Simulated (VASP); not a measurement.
An input for Quantum ESPRESSO's pw.x (written as the equivalent of a VASP run, and not itself run):

```
&CONTROL
  calculation = 'scf'
  pseudo_dir = './pseudo'
  outdir = './out'
  tprnfor = .true.
  tstress = .true.
/
&SYSTEM
  ibrav = 0
  nat = 3
  ntyp = 2
  ecutwfc = 76
  occupations = 'tetrahedra'
  input_dft = 'revpbe'
/
&ELECTRONS
  conv_thr = 7.3e-09
  electron_maxstep = 100
/
ATOMIC_SPECIES
  Hf 178.490 Hf.upf
  B 10.810 B.upf
CELL_PARAMETERS angstrom
     1.5765630   -2.7306875   -0.0000000
     1.5765630    2.7306875   -0.0000000
    -0.0000000    0.0000000    3.5057220
ATOMIC_POSITIONS crystal
  Hf   1.0000000  0.0000000  1.0000000
  B    0.3333330  0.6666670  0.5000000
  B    0.6666670  0.3333330  0.5000000
K_POINTS automatic
  12 12 10 0 0 0
```

Task: Write the VASP files for the same calculation (revPBE).

Result: This is not unique; one that fits is 
INCAR:
```
LCHARG=.TRUE.
ISMEAR=-5   ! tetrahedra, Bloechl
LORBIT=11
ISIF=2   ! forces and stress, cell fixed
ENCUT=520   ! plane-wave cut-off (eV)
SYSTEM=HfB2
LMAXMIX=6
PREC=Accurate
ALGO=Normal
EDIFF=1E-7   ! SCF stop (eV)
LWAVE=.FALSE.
NELM=100
LEFG=.TRUE.
NEDOS=601
LASPH=.TRUE.   ! aspherical one-centre terms
GGA=RE   ! revPBE
LREAL=.FALSE.
```

**KPOINTS**
```
Regular mesh
0
G
 12 12 10
```

### POSCAR
```
HfB2
1.0
  1.5765630076  -2.7306874654   0.0000000000
  1.5765630076   2.7306874654   0.0000000000
  0.0000000000   0.0000000000   3.5057220071
Hf B
1 2
Cart
  1.5765630076  -2.7306874654   3.5057220071
  1.5765630076   0.9102309756   1.7528610036
  1.5765630076  -0.9102309756   1.7528610036
```

POTCAR, in this order: Hf_pv B (PBE.64 set). Program: vasp_std.

The two are equivalent in intent, not identical: the potentials are each code's own (VASP's PAW set, PseudoDojo norm-conserving files in pw.x), so ENCUT and ecutwfc are chosen apart and not converted; conv_thr bounds pw.x's estimated SCF error, while EDIFF bounds the energy change between steps; the field gradients of LEFG aren't asked of the other code.

The compound is HfB2 in the AlB2 type structure. It was relaxed first.
